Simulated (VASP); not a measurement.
A VASP calculation is set up with these files.

File POSCAR:
```
Sc
1
    3.2219750000     0.0000000000     0.0000000000
   -1.6109870000     2.7903110000     0.0000000000
    0.0000000000     0.0000000000    10.3667230000
Sc
4
Direct
  0.0000000000   0.0000000000   0.0000000000
  0.0000000000   0.0000000000   0.5000000000
  0.3333330000   0.6666670000   0.2500000000
  0.6666670000   0.3333330000   0.7500000000
```

INCAR:
```
ALGO = Normal
EDIFF = 1E-6
ENCUT = 300
GGA = PE
ISIF = 2
ISMEAR = -1
LASPH = T
LCHARG = F
LMAXMIX = 4
LREAL = F
LWAVE = F
NELM = 100
PREC = Accurate
SIGMA = 0.1
SYSTEM = Sc
```

### KPOINTS
```
Automatic mesh
0
Gamma
8 8 3
0 0 0
```

POTCAR, in this order: Sc_sv (PBE.64 set). Program: vasp_std.

Q: Write an equivalent input for Quantum ESPRESSO's pw.x.

A: One equivalent input (not run):
```
&CONTROL
  calculation = 'scf'
  pseudo_dir = './pseudo'
  outdir = './out'
  tprnfor = .true.
  tstress = .true.
/
&SYSTEM
  ibrav = 0
  nat = 4
  ntyp = 1
  ecutwfc = 78
  occupations = 'smearing'
  smearing = 'fermi-dirac'
  degauss = 0.00735
  input_dft = 'pbe'
/
&ELECTRONS
  conv_thr = 7.3e-08
  electron_maxstep = 100
/
ATOMIC_SPECIES
  Sc 44.956 Sc.upf
CELL_PARAMETERS angstrom
     3.2219750    0.0000000    0.0000000
    -1.6109870    2.7903110    0.0000000
     0.0000000    0.0000000   10.3667230
ATOMIC_POSITIONS crystal
  Sc   0.0000000  0.0000000  0.0000000
  Sc   0.0000000  0.0000000  0.5000000
  Sc   0.3333330  0.6666670  0.2500000
  Sc   0.6666670  0.3333330  0.7500000
K_POINTS automatic
  8 8 3 0 0 0
```
Limits of the translation: the potentials are each code's own (VASP's PAW set, PseudoDojo norm-conserving files in pw.x), so ENCUT and ecutwfc are chosen apart and not converted; conv_thr bounds pw.x's estimated SCF error, while EDIFF bounds the energy change between steps.

The structure was generated: Sc was put into an ordered model structure, which need not be its known phase. The cell was not relaxed at this level.
